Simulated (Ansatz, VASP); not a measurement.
# TiTeS: VASP beside Ansatz

Wanted: the spread between two codes on one cell, functional and k mesh. The cell is taken from a series of runs on this material, whose earlier steps may have relaxed, scaled, displaced or heated it; both programs get it as it stands.

Calculated with Ansatz 0.2.0; plane waves, with VASP 6.6.1 beside it; PBEsol.

## 1. The structure

The cell holds 3 atoms: 1 Ti, 1 S and 1 Te. Its edges and angles: a = 3.661 Å, b = 3.661 Å, c = 30.000 Å, α = 90.0°, β = 90.0°, γ = 120.0°. Vacuum lies along c.

As a file:

```xyz
3
Lattice="3.6614 0.0000 0.0000 -1.8307 3.1709 0.0000 0.0000 0.0000 30.0000" Properties=species:S:1:pos:R:3
Ti    0.0000    0.0000   10.2008
S     0.0000    2.1139   11.3405
Te    1.8307    1.0570    8.3586
```

## 2. VASP: zone-centre phonons, PBEsol

Second derivatives magnify differences that forces hide, and they need a tight electronic threshold.

Lines of VASP's logs that name or quote its potential files are left out, and so is its time.

The input, INCAR:

```
SYSTEM = TiTeS
PREC = Accurate
ENCUT = 500
EDIFF = 1E-08
NELM = 120
ISMEAR = 1
SIGMA = 0.2
LREAL = .FALSE.
ALGO = Normal
GGA = PS
NBANDS = 18
LASPH = .TRUE.
LORBIT = 11
LWAVE = .FALSE.
LCHARG = .FALSE.
ISIF = 2
IBRION = 8
GGA_COMPAT = .FALSE.
NELMDL = -8
KPAR = 2
```

The input, POSCAR:

```
TiTeS
1.0
    3.6614404800      0.0000000000      0.0000000000
   -1.8307202400      3.1709004701      0.0000000000
    0.0000000000      0.0000000000     30.0000000000
Ti S Te
1 1 1
Direct
    0.0000000000      0.0000000000      0.3400281963
    0.3333333333      0.6666666667      0.3780182063
    0.6666666667      0.3333333333      0.2786202642
```

The input, KPOINTS:

```
Automatic mesh
0
Gamma
15 15 1
0 0 0
```

The projector-augmented-wave data sets are Ti_sv, S and Te (PBE family, release 64).

Run with:

```
$ mpirun -np 2 vasp_std
```

Numbers of over 12 decimals in the logs are rounded to 6 here.

Output:

```text
[banner, memory and clock lines left out]
running    2 mpi-ranks, on    1 nodes
 distrk:  each k-point on    1 cores,    2 groups
 distr:  one band on    1 cores,    1 groups

 POSCAR found type information on POSCAR TiS Te
 POSCAR found :  3 types and       3 ions
|                                                                             |
|               ----> ADVICE to this user running VASP <----                  |
|                                                                             |
|     You enforced a specific xc type in the INCAR file but a different       |
|     [... a line on the potential file left out ...]
|     I HOPE YOU KNOW WHAT YOU ARE DOING!                                     |
|                                                                             |

 LDA part: xc-table for (Slater+PW92), standard interpolation
 POSCAR, INCAR and KPOINTS ok, starting setup
 FFT: planning ... GRIDC
 FFT: planning ... GRID_SOFT
 FFT: planning ... GRID
 WAVECAR not read
 entering main loop
       N       E                     dE             d eps       ncg     rms          rms(c)
DAV:   1     0.159174644150E+03    0.15917E+03   -0.10133E+04  1196   0.949E+02
DAV:   2     0.206648436166E+01   -0.15711E+03   -0.15410E+03  1258   0.229E+02
DAV:   3    -0.211312344035E+02   -0.23198E+02   -0.23070E+02  1746   0.807E+01
DAV:   4    -0.222568042084E+02   -0.11256E+01   -0.11212E+01  1364   0.179E+01
DAV:   5    -0.223584147903E+02   -0.10161E+00   -0.10157E+00  1550   0.431E+00
DAV:   6    -0.223594472791E+02   -0.10325E-02   -0.10324E-02  1382   0.539E-01
DAV:   7    -0.223594856391E+02   -0.38360E-04   -0.38360E-04  1528   0.915E-02
DAV:   8    -0.223594859517E+02   -0.31267E-06   -0.31270E-06  1424   0.917E-03    0.134E+01
DAV:   9    -0.211235697595E+02    0.12359E+01   -0.40012E+01  1332   0.439E+01    0.131E+01
DAV:  10    -0.197602472677E+02    0.13633E+01   -0.31647E+01  1378   0.364E+01    0.643E+00
DAV:  11    -0.192669405527E+02    0.49331E+00   -0.24054E+00  1158   0.111E+01    0.211E+00
DAV:  12    -0.192984664261E+02   -0.31526E-01   -0.58118E-01  1426   0.490E+00    0.196E+00
DAV:  13    -0.192547662511E+02    0.43700E-01   -0.36656E-01  1316   0.438E+00    0.690E-01
DAV:  14    -0.192551159259E+02   -0.34967E-03   -0.32305E-02  1146   0.139E+00    0.456E-01
[...]
DAV:  27    -0.192538008264E+02   -0.22707E-05   -0.39298E-08  1174   0.907E-04    0.518E-04
DAV:  28    -0.192538030402E+02   -0.22138E-05   -0.53133E-08  1028   0.107E-03    0.605E-04
DAV:  29    -0.192538041573E+02   -0.11171E-05   -0.30014E-08  1082   0.108E-03    0.237E-04
DAV:  30    -0.192538046164E+02   -0.45916E-06   -0.89930E-09   976   0.489E-04    0.171E-04
DAV:  31    -0.192538047195E+02   -0.10304E-06   -0.53733E-10   872   0.164E-04    0.121E-04
DAV:  32    -0.192538047450E+02   -0.25479E-07    0.16479E-10   670   0.811E-05    0.425E-05
DAV:  33    -0.192538047627E+02   -0.17732E-07    0.19391E-10   650   0.737E-05    0.148E-05
DAV:  34    -0.192538047682E+02   -0.55470E-08    0.32123E-10   598   0.360E-05
   1 F= -.19253805E+02 E0= -.19257193E+02  d E =0.101641E-01
 Linear response reoptimize wavefunctions to high precision
DAV:   1    -0.192538047701E+02   -0.18204E-08    0.33618E-10   804   0.179E-05
DAV:   2    -0.192538047700E+02    0.72760E-11    0.34901E-10   596   0.696E-06
 Linear response DOF=           6
 Linear response progress:
  Degree of freedom:   1/  6
       N       E                     dE             d eps       ncg     rms          rms(c)
RMM:   1    -0.719117174043E+00   -0.71912E+00    0.12411E+01  4070   0.135E+02
RMM:   2    -0.684937972064E+00    0.34179E-01   -0.42242E-01  7131   0.517E+00    0.221E-01
RMM:   3    -0.681883201912E+00    0.30548E-02   -0.24888E-02  8165   0.112E+00    0.113E-01
[...]
RMM:   9    -0.768261683922E+00   -0.36976E-04   -0.11127E-05  2426   0.115E-02    0.741E-04
RMM:  10    -0.768263471433E+00   -0.17875E-05   -0.73561E-06  2484   0.607E-03    0.517E-04
RMM:  11    -0.768270732584E+00   -0.72612E-05   -0.35746E-06  2423   0.347E-03    0.279E-04
RMM:  12    -0.768273207415E+00   -0.24748E-05   -0.21623E-06  2284   0.229E-03    0.126E-04
RMM:  13    -0.768271507962E+00    0.16995E-05   -0.17131E-06  2385   0.153E-03    0.864E-05
RMM:  14    -0.768273398635E+00   -0.18907E-05   -0.13359E-06  2212   0.119E-03    0.830E-05
RMM:  15    -0.768272211284E+00    0.11874E-05   -0.11869E-06  2453   0.825E-04    0.475E-05
RMM:  16    -0.768272402454E+00   -0.19117E-06   -0.11134E-06  2431   0.633E-04    0.491E-05
RMM:  17    -0.768272737513E+00   -0.33506E-06   -0.11656E-06  2281   0.548E-04    0.210E-05
RMM:  18    -0.768272733129E+00    0.43839E-08   -0.97852E-07  2452   0.420E-04    0.277E-05
RMM:  19    -0.768272845062E+00   -0.11193E-06   -0.80975E-07  2306   0.360E-04    0.195E-05
RMM:  20    -0.768272924116E+00   -0.79054E-07   -0.71910E-07  2440   0.307E-04    0.208E-05
RMM:  21    -0.768272865657E+00    0.58459E-07   -0.60421E-07  2252   0.277E-04    0.142E-05
RMM:  22    -0.768272965682E+00   -0.10002E-06   -0.53710E-07  2200   0.249E-04    0.422E-06
[...]
RMM:  26    -0.768273063869E+00   -0.50074E-08   -0.30354E-07  2050   0.154E-04    0.219E-05
RMM:  27    -0.768273061292E+00    0.25762E-08   -0.26391E-07  1961   0.139E-04    0.300E-05
[...]
RMM:   9    -0.103690719403E+00    0.14785E-05    0.14000E-07 10688   0.306E-03    0.260E-04
RMM:  10    -0.103692511245E+00   -0.17918E-05   -0.17906E-06 10849   0.164E-03    0.108E-04
RMM:  11    -0.103692182418E+00    0.32883E-06   -0.12673E-07 10982   0.884E-04    0.692E-05
RMM:  12    -0.103692199693E+00   -0.17275E-07   -0.12756E-06 10958   0.476E-04    0.602E-05
RMM:  13    -0.103692141717E+00    0.57976E-07   -0.43918E-07 10820   0.281E-04    0.138E-05
RMM:  14    -0.103692206967E+00   -0.65250E-07   -0.53828E-07 10979   0.155E-04    0.104E-05
RMM:  15    -0.103692254588E+00   -0.47621E-07   -0.40101E-08 10804   0.907E-05    0.332E-06
RMM:  16    -0.103692273674E+00   -0.19086E-07   -0.11302E-07 11060   0.492E-05    0.220E-06
RMM:  17    -0.103692270583E+00    0.30906E-08   -0.17554E-08 10812   0.280E-05    0.258E-06
 first order change of Fermi-energy   0.29833E-03
 force on displaced ion       2 direction 1 :  -5.058   0.001   0.001
 Linear response progress:
  Degree of freedom:   4/  6
       N       E                     dE             d eps       ncg     rms          rms(c)
RMM:   1    -0.156145168746E+00   -0.15615E+00   -0.12322E-01  2433   0.187E+00
RMM:   2    -0.140821933940E+00    0.15323E-01   -0.11584E-02  2010   0.537E-01    0.177E-01
RMM:   3    -0.141264527172E+00   -0.44259E-03   -0.20815E-03  1734   0.353E-01    0.186E-01
RMM:   4    -0.140865330099E+00    0.39920E-03   -0.67572E-04  1768   0.240E-01    0.649E-02
RMM:   5    -0.140999044005E+00   -0.13371E-03   -0.22805E-04  2044   0.889E-02    0.340E-02
RMM:   6    -0.141021100588E+00   -0.22057E-04   -0.75633E-05  2126   0.524E-02    0.139E-02
RMM:   7    -0.140984316465E+00    0.36784E-04   -0.20846E-05  2291   0.262E-02    0.515E-03
RMM:   8    -0.140979899187E+00    0.44173E-05   -0.60321E-06  2453   0.123E-02    0.249E-03
RMM:   9    -0.140985885628E+00   -0.59864E-05    0.36120E-06  2405   0.556E-03    0.117E-03
RMM:  10    -0.140985363089E+00    0.52254E-06    0.88650E-06  2352   0.290E-03    0.311E-04
RMM:  11    -0.140983472527E+00    0.18906E-05    0.33809E-06  2399   0.141E-03    0.176E-04
RMM:  12    -0.140982336173E+00    0.11364E-05   -0.27011E-07  2378   0.810E-04    0.111E-04
RMM:  13    -0.140982080787E+00    0.25539E-06    0.56578E-07  2245   0.558E-04    0.184E-04
RMM:  14    -0.140981197151E+00    0.88364E-06    0.79534E-07  2157   0.517E-04    0.963E-05
RMM:  15    -0.140981219596E+00   -0.22445E-07    0.64055E-07  2260   0.240E-04    0.354E-05
RMM:  16    -0.140981141677E+00    0.77919E-07    0.47925E-07  2339   0.135E-04    0.116E-05
RMM:  17    -0.140981130325E+00    0.11351E-07    0.23467E-07  2291   0.894E-05    0.157E-05
RMM:  18    -0.140981102617E+00    0.27708E-07    0.18756E-07  2330   0.555E-05    0.165E-05
RMM:  19    -0.140981097946E+00    0.46710E-08    0.51252E-08  2262   0.408E-05    0.312E-06
 first order change of Fermi-energy  -0.16270E+01
 force on displaced ion       2 direction 3 :  -0.000  -0.000  -7.174
 Linear response progress:
  Degree of freedom:   5/  6
       N       E                     dE             d eps       ncg     rms          rms(c)
RMM:   1    -0.415175046075E-01   -0.41518E-01   -0.37268E-03  9738   0.908E-01
RMM:   2    -0.395412159733E-01    0.19763E-02   -0.37373E-03  8321   0.298E-01    0.687E-02
RMM:   3    -0.396947925167E-01   -0.15358E-03   -0.75738E-04  9426   0.107E-01    0.415E-02
RMM:   4    -0.397444511774E-01   -0.49659E-04   -0.12441E-04 10029   0.404E-02    0.291E-02
RMM:   5    -0.398350476434E-01   -0.90596E-04   -0.29717E-05  8854   0.278E-02    0.317E-03
RMM:   6    -0.398308948220E-01    0.41528E-05   -0.10485E-05  9782   0.123E-02    0.246E-03
RMM:   7    -0.398288871957E-01    0.20076E-05   -0.24729E-06  9633   0.654E-03    0.189E-03
RMM:   8    -0.398268478413E-01    0.20394E-05    0.42309E-08  9609   0.355E-03    0.502E-04
RMM:   9    -0.398266092987E-01    0.23854E-06   -0.14690E-06 10857   0.176E-03    0.206E-04
RMM:  10    -0.398265771248E-01    0.32174E-07    0.80774E-07 10911   0.796E-04    0.107E-04
RMM:  11    -0.398266444138E-01   -0.67289E-07   -0.31880E-07 10789   0.433E-04    0.320E-05
RMM:  12    -0.398266306104E-01    0.13803E-07    0.41837E-07 10939   0.238E-04    0.156E-05
RMM:  13    -0.398266547811E-01   -0.24171E-07   -0.12002E-07 10914   0.133E-04    0.726E-06
RMM:  14    -0.398266576915E-01   -0.29104E-08    0.12160E-07 10914   0.740E-05    0.172E-06
RMM:  15    -0.398266632150E-01   -0.55235E-08   -0.43372E-08 11010   0.413E-05    0.176E-06
 first order change of Fermi-energy   0.35795E-03
 force on displaced ion       3 direction 1 :  -2.566   0.000  -0.001
 Linear response progress:
  Degree of freedom:   6/  6
       N       E                     dE             d eps       ncg     rms          rms(c)
RMM:   1    -0.851152571430E-01   -0.85115E-01    0.17401E-02  2283   0.112E+00
RMM:   2    -0.825288601373E-01    0.25864E-02   -0.48185E-03  2021   0.333E-01    0.101E-01
RMM:   3    -0.826437122890E-01   -0.11485E-03   -0.80009E-04  1973   0.162E-01    0.850E-02
RMM:   4    -0.826527336516E-01   -0.90214E-05   -0.28653E-04  2019   0.118E-01    0.591E-02
RMM:   5    -0.826522763484E-01    0.45730E-06   -0.88721E-05  2010   0.614E-02    0.449E-02
RMM:   6    -0.826971933379E-01   -0.44917E-04   -0.41604E-05  1969   0.511E-02    0.120E-02
RMM:   7    -0.826963778785E-01    0.81546E-06   -0.19074E-05  2292   0.250E-02    0.714E-03
RMM:   8    -0.826989384632E-01   -0.25606E-05   -0.62092E-06  2446   0.118E-02    0.293E-03
RMM:   9    -0.826989746156E-01   -0.36152E-07   -0.39623E-06  2382   0.539E-03    0.266E-03
RMM:  10    -0.827006033411E-01   -0.16287E-05   -0.89662E-07  2351   0.314E-03    0.107E-03
RMM:  11    -0.827020605725E-01   -0.14572E-05   -0.18682E-06  2173   0.216E-03    0.681E-04
RMM:  12    -0.827017309608E-01    0.32961E-06   -0.54294E-07  2297   0.114E-03    0.321E-04
RMM:  13    -0.827030428278E-01   -0.13119E-05   -0.26131E-07  2117   0.106E-03    0.520E-04
RMM:  14    -0.827032128691E-01   -0.17004E-06   -0.82036E-07  2345   0.491E-04    0.150E-04
RMM:  15    -0.827035406783E-01   -0.32781E-06   -0.18698E-07  2328   0.303E-04    0.314E-05
RMM:  16    -0.827037224709E-01   -0.18179E-06   -0.25589E-07  2292   0.194E-04    0.796E-05
RMM:  17    -0.827037409900E-01   -0.18519E-07   -0.12721E-07  2286   0.107E-04    0.324E-05
RMM:  18    -0.827037492769E-01   -0.82869E-08   -0.56745E-08  2349   0.701E-05    0.697E-06
 first order change of Fermi-energy  -0.55640E+00
 force on displaced ion       3 direction 3 :   0.000   0.000  -8.249
 Linear response finished
```

Parts of OUTCAR (step 2):

```text
ion  position               nearest neighbor table
   1  0.000  0.000  0.340-   2 2.40   2 2.40   2 2.40   3 2.80   3 2.80   3 2.80
   2  0.333  0.667  0.378-   1 2.40   1 2.40   1 2.40
   3  0.667  0.333  0.279-   1 2.80   1 2.80   1 2.80

  LATTYP: Found a hexagonal cell.
 ALAT       =     3.6614404800
 C/A-ratio  =     8.1934965661

 Subroutine GETGRP returns: Found  6 space group operations
 (whereof  6 operations were pure point group operations)

The static configuration has the point symmetry C_3v.

 Found     27 irreducible k-points:

   k-points           NKPTS =     27   k-points in BZ     NKDIM =     27   number of bands    NBANDS=     18

   dimension x,y,z NGX =    28 NGY =   28 NGZ =  224
   dimension x,y,z NGXF=    56 NGYF=   56 NGZF=  448

   ENCUT  =  500.0 eV  36.75 Ry    6.06 a.u.   6.68  6.68 54.70*2*pi/ulx,y,z

   NELECT =      24.0000    total number of electrons

 k-points in reciprocal lattice and weights: Automatic mesh
   0.00000000  0.00000000  0.00000000       0.004
   0.06666667 -0.00000000  0.00000000       0.027
   0.13333333  0.00000000  0.00000000       0.027
   0.20000000 -0.00000000  0.00000000       0.027
   0.26666667  0.00000000  0.00000000       0.027
   0.33333333  0.00000000  0.00000000       0.027
   0.40000000 -0.00000000  0.00000000       0.027
   0.46666667 -0.00000000  0.00000000       0.027
   0.06666667  0.06666667  0.00000000       0.027
[...]
0.33333333  0.26666667  0.00000000       0.053
   0.33333333  0.33333333  0.00000000       0.009

 average (electrostatic) potential at core
       1 -84.3347       2 -94.4372       3 -96.6524

  Total       -1.8777109     -1.8777109      0.0404777      0.0000000      0.0000000      0.0000000
  in kB       -8.6374085     -8.6374085      0.1861963      0.0000000      0.0000000      0.0000000
  external PRESSURE =      -5.6962069 kB  Pullay stress =       0.0000000 kB

  energy-cutoff  :      500.00
  volume of cell :      348.30
      direct lattice vectors                 reciprocal lattice vectors
     3.661440480  0.000000000  0.000000000     0.273116552  0.157683915  0.000000000
    -1.830720240  3.170900470  0.000000000     0.000000000  0.315367830  0.000000000
     0.000000000  0.000000000 30.000000000     0.000000000  0.000000000  0.033333333

 POSITION                                       TOTAL-FORCE (eV/Angst)
 -----------------------------------------------------------------------------------
      0.00000      0.00000     10.20085        -0.000000      0.000000      0.004518
     -0.00000      2.11393     11.34055        -0.000000     -0.000000      0.017399
      1.83072      1.05697      8.35861         0.000000     -0.000000     -0.021917
 -----------------------------------------------------------------------------------
    total drift:                                0.000000     -0.000000     -0.000047

 Eigenvectors and eigenvalues of the dynamical matrix
 ----------------------------------------------------

   1 f  =   10.048132 THz    63.134278 2PiTHz  335.169621 cm-1    41.555718 meV
             X         Y         Z           dx          dy          dz
      0.000000  0.000000 10.200846    -0.000000   -0.000000    0.774622
     -0.000000  2.113934 11.340546    -0.000000   -0.000000   -0.609495
      1.830720  1.056967  8.358608     0.000000    0.000000   -0.168749

   2 f  =    7.433166 THz    46.703962 2PiTHz  247.943744 cm-1    30.741093 meV
             X         Y         Z           dx          dy          dz
      0.000000  0.000000 10.200846     0.586234   -0.000009    0.000000
     -0.000000  2.113934 11.340546    -0.808775    0.000013    0.000000
      1.830720  1.056967  8.358608     0.047029   -0.000001   -0.000000

   3 f  =    7.433166 THz    46.703962 2PiTHz  247.943744 cm-1    30.741093 meV
             X         Y         Z           dx          dy          dz
      0.000000  0.000000 10.200846    -0.000009   -0.586234   -0.000000
     -0.000000  2.113934 11.340546     0.000013    0.808775   -0.000000
      1.830720  1.056967  8.358608    -0.000001   -0.047029    0.000000

   4 f  =    6.019654 THz    37.822601 2PiTHz  200.794039 cm-1    24.895277 meV
             X         Y         Z           dx          dy          dz
      0.000000  0.000000 10.200846    -0.000000    0.000000   -0.411567
     -0.000000  2.113934 11.340546    -0.000000   -0.000000   -0.688423
      1.830720  1.056967  8.358608     0.000000    0.000000    0.597232

   5 f  =    3.544096 THz    22.268210 2PiTHz  118.218308 cm-1    14.657195 meV
             X         Y         Z           dx          dy          dz
      0.000000  0.000000 10.200846    -0.653365   -0.000024   -0.000000
     -0.000000  2.113934 11.340546    -0.437668   -0.000016    0.000000
      1.830720  1.056967  8.358608     0.617706    0.000023   -0.000000

   6 f  =    3.544096 THz    22.268210 2PiTHz  118.218308 cm-1    14.657195 meV
             X         Y         Z           dx          dy          dz
      0.000000  0.000000 10.200846     0.000024   -0.653365    0.000000
     -0.000000  2.113934 11.340546     0.000016   -0.437668    0.000000
      1.830720  1.056967  8.358608    -0.000023    0.617706    0.000000

   7 f/i=    0.001717 THz     0.010790 2PiTHz    0.057283 cm-1     0.007102 meV
             X         Y         Z           dx          dy          dz
      0.000000  0.000000 10.200846     0.000000   -0.000000   -0.480180
     -0.000000  2.113934 11.340546     0.000000   -0.000000   -0.393178
      1.830720  1.056967  8.358608     0.000000   -0.000000   -0.784116

   8 f/i=    0.006713 THz     0.042178 2PiTHz    0.223915 cm-1     0.027762 meV
             X         Y         Z           dx          dy          dz
      0.000000  0.000000 10.200846    -0.265592   -0.398628   -0.000000
     -0.000000  2.113934 11.340546    -0.217822   -0.326929   -0.000000
      1.830720  1.056967  8.358608    -0.435259   -0.653282   -0.000000

   9 f/i=    0.006713 THz     0.042178 2PiTHz    0.223915 cm-1     0.027762 meV
             X         Y         Z           dx          dy          dz
      0.000000  0.000000 10.200846    -0.398628    0.265592   -0.000000
     -0.000000  2.113934 11.340546    -0.326929    0.217822   -0.000000
      1.830720  1.056967  8.358608    -0.653282    0.435259   -0.000000

 ELASTIC MODULI CONTR FROM IONIC RELAXATION (kBar)
 Direction    XX          YY          ZZ          XY          YZ          ZX
 --------------------------------------------------------------------------------
 XX         -81.2484    -50.1284   -101.0861      0.0000     34.5742     -0.0000
 YY         -50.1284    -81.2484   -101.0861     -0.0000    -34.5742      0.0000
 ZZ        -101.0861   -101.0861   -193.5560      0.0000     -0.0000     -0.0000
 XY           0.0000     -0.0000      0.0000    -15.5600     -0.0000     31.7729
 YZ          34.5742    -34.5742     -0.0000     -0.0000   -103.7277      0.0000
 ZX          -0.0000      0.0000     -0.0000     31.7729      0.0000    -77.0949
 --------------------------------------------------------------------------------
```

This run has no spin polarisation, so a moment on Ti, if there is one, isn't seen. Energies printed during the response cycles are not total energies of the cell. The PAW data sets were made with PBE, which is usual practice but a small mismatch for other functionals.

(Part 1 of 2 ends here.)

[Lines on the potential files, build, host, timing and source positions are cut from VASP's logs without a mark.]

[Logs are printed without paths, hosts, clocks, repeated set-up lines and the standing remarks that a program may print on its own settings, such as how far it seeks lower states.]

[Hosts, paths, dates, database ids (printed as entryN), source tags and the programs' standing remarks are cut or masked in the printed files.]
